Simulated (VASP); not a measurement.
# LaLuN2 (Fd-3m) in VASP: relaxation of cell and atoms with PBE

Aim: the relaxation of cell and atoms of LaLuN2 with PBE.

Program: VASP 6.6.1. These are calculated values, not measurements. Logs are shortened: lines on timing, memory, paths and dates and some standing lists are left out, and cuts for length are marked.

## 1. The structure

The structure is cubic, space group Fd-3m (No. 227). Conventional cell: a = 8.705 Å, b = 8.705 Å, c = 8.705 Å, α = 90.00°, β = 90.00°, γ = 90.00°. La (site symmetry -43m) is surrounded by 4 N at 1.88 Å. Around Lu (site symmetry -43m) lie 12 N at 3.61 Å and 4 Lu at 3.77 Å and 4 La at 3.77 Å. N (site symmetry -3m) is surrounded by 2 La at 1.88 Å.

The cell was built by a generator and needn't be a form met in nature.

## 2. Relaxation of cell and atoms, PBE

Input file INCAR:

```
SYSTEM = LaLuN2
PREC     = Normal         ! precision mode
ENCUT    = 520            ! plane-wave cutoff, eV
EDIFF    = 1E-4           ! SCF threshold, eV
ISMEAR   = 0              ! smearing method
SIGMA    = 0.15           ! smearing width, eV
LREAL    = .FALSE.        ! projectors in reciprocal space
LASPH    = .TRUE.         ! aspherical terms in the spheres
NELM     = 60             ! most SCF steps
ALGO     = Fast           ! electronic algorithm
ISIF     = 3              ! what is computed and relaxed
LWAVE    = .FALSE.        ! write WAVECAR
LCHARG   = .FALSE.        ! write CHGCAR
GGA      = PE             ! functional
IBRION   = 2              ! ionic algorithm
NSW      = 24             ! ionic steps
EDIFFG   = -0.08          ! ionic threshold
```

Input file KPOINTS:

```
regular mesh
0
G
  3 3 3
  0 0 0
```

Input file POSCAR:

```
LaLuN2
1.0
    0.0000000000      4.3524143400      4.3524143400
    4.3524143400      0.0000000000      4.3524143400
    4.3524143400      4.3524143400      0.0000000000
La Lu N
2 2 4
Direct
    0.2500000000      0.2500000000      0.2500000000
    0.0000000000      0.0000000000      0.0000000000
    0.5000000000      0.5000000000      0.5000000000
    0.7500000000      0.7500000000      0.7500000000
    0.1250000000      0.1250000000      0.1250000000
    0.1250000000      0.1250000000      0.6250000000
    0.1250000000      0.6250000000      0.1250000000
    0.6250000000      0.1250000000      0.1250000000
```

Potentials or basis: VASP PAW PBE potentials, release 64 (La, Lu, N).

Started as:

```console
$ cat potpaw_PBE.64/La/POTCAR potpaw_PBE.64/Lu/POTCAR potpaw_PBE.64/N/POTCAR > POTCAR
$ mpirun -np 1 vasp_std > vasp.out
```

OUTCAR:

```text
SYSTEM = LaLuN2
   PREC = Normal
   ENCUT = 520
   EDIFF = 1E-4
   ISMEAR = 0
   LREAL = .FALSE.
   LASPH = .TRUE.
   NELM = 60
   ISIF = 3
   GGA = PE
   IBRION = 2
   NSW = 24
   EDIFFG = -0.08

 ion  position               nearest neighbor table
   1  0.250  0.250  0.250-   5 1.88   6 1.88   7 1.88   8 1.88
   2  0.000  0.000  0.000-   5 1.88   6 1.88   7 1.88   8 1.88
   3  0.500  0.500  0.500-   4 3.77   4 3.77   4 3.77   4 3.77
   4  0.750  0.750  0.750-   3 3.77   3 3.77   3 3.77   3 3.77
   5  0.125  0.125  0.125-   1 1.88   2 1.88
   6  0.125  0.125  0.625-   1 1.88   2 1.88
   7  0.125  0.625  0.125-   1 1.88   2 1.88
   8  0.625  0.125  0.125-   1 1.88   2 1.88

  LATTYP: Found a face centered cubic cell.
 ALAT       =     8.7048286800

  Lattice vectors:

 A1 = (   0.0000000000,   4.3524143400,   4.3524143400)
 A2 = (   4.3524143400,   0.0000000000,   4.3524143400)
 A3 = (   4.3524143400,   4.3524143400,   0.0000000000)

Analysis of symmetry for initial positions (statically):
=====================================================================
 Subroutine PRICEL returns:
 Original cell was already a primitive cell.

 Routine SETGRP: Setting up the symmetry group for a
 face centered cubic supercell.

 Subroutine GETGRP returns: Found 48 space group operations
 (whereof 24 operations were pure point group operations)
 out of a pool of 48 trial point group operations.

The static configuration has the point symmetry T_d .
 The point group associated with its full space group is O_h .

Analysis of symmetry for dynamics (positions and initial velocities):
=====================================================================
 Subroutine PRICEL returns:
 Original cell was already a primitive cell.

 Routine SETGRP: Setting up the symmetry group for a
 face centered cubic supercell.

 Subroutine GETGRP returns: Found 48 space group operations
 (whereof 24 operations were pure point group operations)
 out of a pool of 48 trial point group operations.

The dynamic configuration has the point symmetry T_d .
 The point group associated with its full space group is O_h .

 Subroutine INISYM returns: Found 48 space group operations
 (whereof 24 operations are pure point group operations),
 and found     1 'primitive' translations

----------------------------------------------------------------------------------------

                                     Primitive cell

  volume of cell :     164.9000

  direct lattice vectors                    reciprocal lattice vectors
     0.000000000  4.352414340  4.352414340    -0.114878769  0.114878769  0.114878769
     4.352414340  0.000000000  4.352414340     0.114878769 -0.114878769  0.114878769
     4.352414340  4.352414340  0.000000000     0.114878769  0.114878769 -0.114878769

  length of vectors
     6.155243389  6.155243389  6.155243389     0.198975864  0.198975864  0.198975864

  position of ions in fractional coordinates (direct lattice)
     0.250000000  0.250000000  0.250000000
     0.000000000  0.000000000  0.000000000
     0.500000000  0.500000000  0.500000000
     0.750000000  0.750000000  0.750000000
     0.125000000  0.125000000  0.125000000
     0.125000000  0.125000000  0.625000000
     0.125000000  0.625000000  0.125000000
     0.625000000  0.125000000  0.125000000

  ion indices of the primitive-cell ions
   primitive index   ion index
                 1           1
                 2           2
                 3           3
                 4           4
                 5           5
                 6           6
                 7           7
                 8           8

----------------------------------------------------------------------------------------

 KPOINTS: regular mesh

Automatic generation of k-mesh.
 Grid dimensions read from file:
 generate k-points for:    3    3    3

 Generating k-lattice:

  Cartesian coordinates                     Fractional coordinates (reciprocal lattice)
    -0.038292923  0.038292923  0.038292923     0.333333333  0.000000000  0.000000000
     0.038292923 -0.038292923  0.038292923     0.000000000  0.333333333  0.000000000
     0.038292923  0.038292923 -0.038292923     0.000000000  0.000000000  0.333333333

  Length of vectors
     0.066325288  0.066325288  0.066325288

  Shift w.r.t. Gamma in fractional coordinates (k-lattice)
     0.000000000  0.000000000  0.000000000

 Subroutine IBZKPT returns following result:
 ===========================================

 Found      4 irreducible k-points:

 Following reciprocal coordinates:
            Coordinates               Weight
  0.000000  0.000000  0.000000      1.000000
  0.333333  0.000000  0.000000      8.000000
  0.333333  0.333333  0.000000      6.000000
 -0.333333  0.333333  0.000000     12.000000
   k-points           NKPTS =      4   k-points in BZ     NKDIM =      4   number of bands    NBANDS=     55
   number of dos      NEDOS =    301   number of ions     NIONS =      8
   total plane-waves  NPLWV =  46656
   dimension x,y,z NGX =    36 NGY =   36 NGZ =   36
   dimension x,y,z NGXF=    72 NGYF=   72 NGZF=   72
   ions per type =               2   2   4
   NGX,Y,Z   is equivalent  to a cutoff of   9.72,  9.72,  9.72 a.u.
   NGXF,Y,Z  is equivalent  to a cutoff of  19.45, 19.45, 19.45 a.u.
 SYSTEM =  LaLuN2
   PREC   = normal    normal or accurate (medium, high low for compatibility)
   ISTART =      0    job   : 0-new  1-cont  2-samecut
   ICHARG =      2    charge: 1-file 2-atom 10-const
   ISPIN  =      1    spin polarized calculation?
   LNONCOLLINEAR =      F non collinear calculations
   LSORBIT =      F    spin-orbit coupling
   LASPH  =      T    aspherical Exc in radial PAW
   ENCUT  =  520.0 eV  38.22 Ry    6.18 a.u.  11.44 11.44 11.44*2*pi/ulx,y,z
   NELM   =     60;   NELMIN=  2; NELMDL= -5     # of ELM steps
   EDIFF  = 0.1E-03   stopping-criterion for ELM
   LREAL  =      F    real-space projection
   EDIFFG = -.8E-01   stopping-criterion for IOM
   NSW    =     24    number of steps for IOM
   IBRION =      2    ionic relax: 0-MD 1-quasi-New 2-CG
   NFREE  =      1    steps in history (QN), initial steepest desc. (CG)
   ISIF   =      3    stress and relaxation
   ISYM   =      2    0-nonsym 1-usesym 2-fastsym
   POTIM  = 0.5000    time-step for ionic-motion
   TEBEG  =    0.0;   TEEND  =   0.0 temperature during run
   PSTRESS=    0.0 pullay stress
   NELECT =      92.0000    total number of electrons
   NUPDOWN=      -1.0000    fix difference up-down
   EMIN   =  10.00;   EMAX   =-10.00  energy-range for DOS
   EFERMI =   0.00;   METHOD = LEGACY
   ISMEAR =     0;   SIGMA  =   0.15  broadening in eV -4-tet -1-fermi 0-gaus
   EFERMI_NEDOS =   21; number of points for ismear=-14 and -15
   IALGO  =     68    algorithm
   IMIX   =      4    mixing-type and parameters
     AMIX     =   0.40;   BMIX     =  1.00
     AMIX_MAG =   1.60;   BMIX_MAG =  1.00
  volume/ion in A,a.u.               =      20.61       139.10
  Fermi-wavevector in a.u.,A,eV,Ry     =   1.347712  2.546807 24.712651  1.816329
  Thomas-Fermi vector in A             =   2.475441
   LORBIT       =      0    0 simple, 1 ext, 2 COOP (PROOUT), +10 PAW based schemes
   GGA     = PE    functional components
   LHFCALC =     F    Hartree Fock is set to
   AEXX    =    0.0000 exact exchange contribution
   IVDW    =     0    specifies the selected vdW correction
   LEPSILON=     F    determine dielectric tensor
   LRPA    =     F    only Hartree local field effects (RPA)
 conjugate gradient relaxation of ions
 non-spin polarized calculation
 RMM-DIIS sequential band-by-band and
 Gauss-broadening in eV      SIGMA  =   0.15
  energy-cutoff  :      520.00
  volume of cell :      164.90
 maximum number of plane-waves:      4477
   NGX = 23   NGY = 23   NGZ = 23

--------------------------------------- Ionic step        1  -------------------------------------------

 number of electron      91.9999977 magnetization

 Free energy of the ion-electron system (eV)
  ---------------------------------------------------
  ext. energy  EPLUGINS =         0.00000000
  ---------------------------------------------------
  free energy    TOTEN  =       -36.93059326 eV

  energy without entropy =      -36.83192273  energy(sigma->0) =      -36.88125799

 E-fermi :   5.1596     XC(G=0):  -9.9832

 val. band max:        5.1372339549   @ k =  -0.3333   0.3333   0.0000
 cond. band min:       5.1713534399   @ k =   0.3333   0.3333   0.0000
 fundamental gap:      0.0341194850
 Fermi energy:         5.1596020397

 k-point     1 :       0.0000    0.0000    0.0000
  band No.  band energies     occupation
      1     -53.7358      2.00000
      2     -53.7308      2.00000
      3     -25.7921      2.00000
      4     -25.3668      2.00000
      5     -24.2962      2.00000
      6     -24.2962      2.00000
[... 340 lines left out ...]
  FREE ENERGIE OF THE ION-ELECTRON SYSTEM (eV)
  ---------------------------------------------------
  free  energy   TOTEN  =       -42.8761378302 eV

  energy  without entropy=      -42.7242322091  energy(sigma->0) =      -42.80018502

[... ionic steps 4 to 20 ...]

--------------------------------------- Ionic step       21  -------------------------------------------

 number of electron      91.9999879 magnetization

------------------------ aborting loop EDIFF was not reached (unconverged)  ----------------------------

  FORCE on cell =-STRESS in cart. coord.  units (eV):
  Direction    XX          YY          ZZ          XY          YZ          ZX
  --------------------------------------------------------------------------------------
  -------------------------------------------------------------------------------------
  Total        7.3947991      7.3947991      7.3947991      0.0000000      0.0000000      0.0000000
  in kB       49.2171220     49.2171220     49.2171220      0.0000000      0.0000000      0.0000000
  external PRESSURE =      49.2171220 kB  Pullay stress =       0.0000000 kB
[... 69 lines left out ...]
  energy  without entropy=      -42.8413441803  energy(sigma->0) =      -42.92150612

--------------------------------------- Ionic step       23  -------------------------------------------

 number of electron      91.9999845 magnetization

 Free energy of the ion-electron system (eV)
  ---------------------------------------------------
  ext. energy  EPLUGINS =         0.00000000
  ---------------------------------------------------
  free energy    TOTEN  =       -43.09503818 eV

  energy without entropy =      -42.94161410  energy(sigma->0) =      -43.01832614

 E-fermi :   1.9066     XC(G=0):  -8.2938

 val. band max:        1.8675390921   @ k =  -0.3333   0.3333   0.0000
 cond. band min:       1.9237892850   @ k =   0.3333   0.3333   0.0000
 fundamental gap:      0.0562501929
 Fermi energy:         1.9065724820

 k-point     1 :       0.0000    0.0000    0.0000
  band No.  band energies     occupation
      1     -57.0880      2.00000
      2     -57.0874      2.00000
      3     -27.9950      2.00000
      4     -27.9010      2.00000
      5     -27.6055      2.00000
      6     -27.6055      2.00000
[... 221 lines left out ...]
     54       3.4635      0.00000
     55       3.4818      0.00000

------------------------ aborting loop because EDIFF is reached ----------------------------------------

  FORCE on cell =-STRESS in cart. coord.  units (eV):
  Direction    XX          YY          ZZ          XY          YZ          ZX
  --------------------------------------------------------------------------------------
  -------------------------------------------------------------------------------------
  Total       -0.5281858     -0.5281858     -0.5281858     -0.0000000      0.0000000     -0.0000000
  in kB       -3.4768253     -3.4768253     -3.4768253     -0.0000000      0.0000000     -0.0000000
  external PRESSURE =      -3.4768253 kB  Pullay stress =       0.0000000 kB

 VOLUME and BASIS-vectors are now :
 -----------------------------------------------------------------------------
  energy-cutoff  :      520.00
  volume of cell :      243.40
      direct lattice vectors                 reciprocal lattice vectors
     0.000000000  4.955583785  4.955583785    -0.100896286  0.100896286  0.100896286
     4.955583785 -0.000000000  4.955583785     0.100896286 -0.100896286  0.100896286
     4.955583785  4.955583785 -0.000000000     0.100896286  0.100896286 -0.100896286
[... 14 lines left out ...]
  FREE ENERGIE OF THE ION-ELECTRON SYSTEM (eV)
  ---------------------------------------------------
  free  energy   TOTEN  =       -43.0950381768 eV

  energy  without entropy=      -42.9416140984  energy(sigma->0) =      -43.01832614

 reached required accuracy - stopping structural energy minimisation
```

Wall time 29 min (1 thread of Intel Xeon Platinum 8488C (Sapphire Rapids), shared host); peak memory 0.25 GiB.

What came out:

```
Free energy                            : -43.0950 eV
Relaxed volume                         : 30.42 Å³/atom
Relaxed cell                           : a = 7.008 Å, b = 7.008 Å, c = 7.008 Å, α = 60.00°, β = 60.00°, γ = 60.00°
Space group after relaxing (to 0.05 Å) : Fd-3m (No. 227)
Energy gained by relaxing              : 770.6 meV/atom
Ionic steps                            : 23
Pressure after relaxing                : -0.3 GPa
Band gap on the k mesh                 : none (metal or under the smearing width)
```

The path:
| step | energy change (eV) | largest force (eV/Å) | pressure (GPa) | volume (Å³) |
| --- | --- | --- | --- | --- |
| 1 | 0.0000 | 0.0000 | 18.98 | 164.90 |
| 2 | -5.0568 | 0.0000 | 1.60 | 230.32 |
| 3 | -5.9455 | 0.0000 | 4.13 | 234.67 |
| 4 | -5.4676 | 0.0000 | 15.48 | 243.55 |
| 5 | -3.1923 | 0.0000 | -6.20 | 261.97 |
| 6 | -4.6661 | 0.0000 | -2.67 | 256.33 |
| 7 | -5.4638 | 0.0000 | -5.03 | 252.89 |
| 8 | -5.0398 | 0.0000 | -7.03 | 248.19 |
| 9 | -5.0887 | 0.0000 | -1.85 | 245.86 |
| 10 | -4.9596 | 0.0000 | 5.84 | 232.91 |
| 11 | -4.2108 | 0.0000 | 23.60 | 242.57 |
| 12 | -5.8220 | 0.0000 | 3.66 | 245.62 |
| 13 | -6.1546 | 0.0000 | -0.77 | 245.78 |
| 14 | -6.1569 | 0.0000 | -0.71 | 245.73 |
| 15 | -6.1573 | 0.0000 | -0.90 | 245.67 |
| 16 | -6.1575 | 0.0000 | -0.87 | 245.65 |
| 17 | -6.1575 | 0.0000 | -0.84 | 245.63 |
| 18 | -6.1576 | 0.0000 | -0.83 | 245.62 |
| 19 | -6.1106 | 0.0000 | -0.61 | 243.49 |
| 20 | -6.0374 | 0.0000 | 0.65 | 237.89 |
| 21 | -6.0389 | 0.0000 | 4.92 | 240.72 |
| 22 | -6.0711 | 0.0000 | 1.45 | 243.18 |
| 23 | -6.1644 | 0.0000 | -0.35 | 243.40 |

Final structure:
```
La Lu N
1.0
     0.00000    4.95558    4.95558
     4.95558    0.00000    4.95558
     4.95558    4.95558    0.00000
La Lu N
2 2 4
Cartesian
  2.4778 2.4778 2.4778
  0.0000 0.0000 0.0000
  4.9556 4.9556 4.9556
  7.4334 7.4334 7.4334
  1.2389 1.2389 1.2389
  3.7167 3.7167 1.2389
  3.7167 1.2389 3.7167
  1.2389 3.7167 3.7167
```

Caveat: the k mesh is coarse (spacing up to 0.42 Å⁻¹), so the values aren't converged; the volume moved by over 15 % at a fixed basis, so the end points are rough; the relaxation stopped at a loose force limit of 0.08 eV/Å, so its end isn't a converged minimum. The run has no spin-orbit coupling, so splittings on La, Lu are missing.
